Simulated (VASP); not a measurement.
Level of theory: TPSS meta-GGA, VASP's PBE PAW potentials (set 64) (plane waves; VASP).

Input for VASP

KPOINTS:
```
Automatic
0
gamma
 12 12 7
0 0 0
```

INCAR:
```
ALGO  =  Normal
EDIFF  =  1E-7
EDIFFG  =  -0.01
ENCUT  =  520
IBRION  =  2
ISIF  =  4
ISMEAR  =  1
LASPH  =  .True.
LCHARG  =  .False.
LMAXMIX  =  6
LMIXTAU  =  .True.
LREAL  =  .False.
LWAVE  =  .False.
METAGGA  =  TPSS
NELM  =  100
NSW  =  30
PREC  =  Accurate
SIGMA  =  0.1
SYSTEM  =  Gd
```

POSCAR:
```
Gd
1.0
  1.7911868533  -3.1024264241   0.0000000000
  1.7911868533   3.1024264241   0.0000000000
  0.0000000000   0.0000000000   5.6077639150
Gd
2
Direct
  0.3333330000   0.6666670000   0.2500000000
  0.6666670000   0.3333330000   0.7500000000
```

POTCAR, in this order: Gd_3 (PBE.64 set). Program: vasp_std.

The 4f electrons are frozen in the core of the lanthanide potential, so 4f levels, which can set the real gap, and their magnetism are missing.

Task: What does the run give for the energy per atom (σ→0), band gap (on the k-mesh)?

Result: 
```
Item                                                        Result
------------------------  ----------------------------------------
energy per atom (σ→0)                               -9.081 eV/atom
band gap (on the k-mesh)  none (metal, semimetal or under 0.01 eV)
```

**OSZICAR**
```
...
DAV:   3    -0.181630651645E+02    0.16323E-03   -0.33624E-04  2405   0.145E-01    0.490E-02
DAV:   4    -0.181630372788E+02    0.27886E-04   -0.59185E-05  2514   0.671E-02    0.146E-02
DAV:   5    -0.181630539337E+02   -0.16655E-04   -0.40282E-05  1986   0.738E-02    0.952E-03
DAV:   6    -0.181630603771E+02   -0.64434E-05   -0.10459E-05  1996   0.334E-02    0.555E-03
DAV:   7    -0.181630636325E+02   -0.32553E-05   -0.24701E-06  2046   0.140E-02    0.127E-03
DAV:   8    -0.181630640780E+02   -0.44556E-06   -0.13016E-07  1796   0.271E-03    0.398E-04
DAV:   9    -0.181630640628E+02    0.15240E-07   -0.15831E-08  1033   0.120E-03
   3 F= -.18163064E+02 E0= -.18162877E+02  d E =-.466653E-03
```

The compound is Gd in the hcp structure. This cell is one point of a volume scan, at 0.97 of the reference volume. Symmetry was kept, so distortions that lower it aren't found.
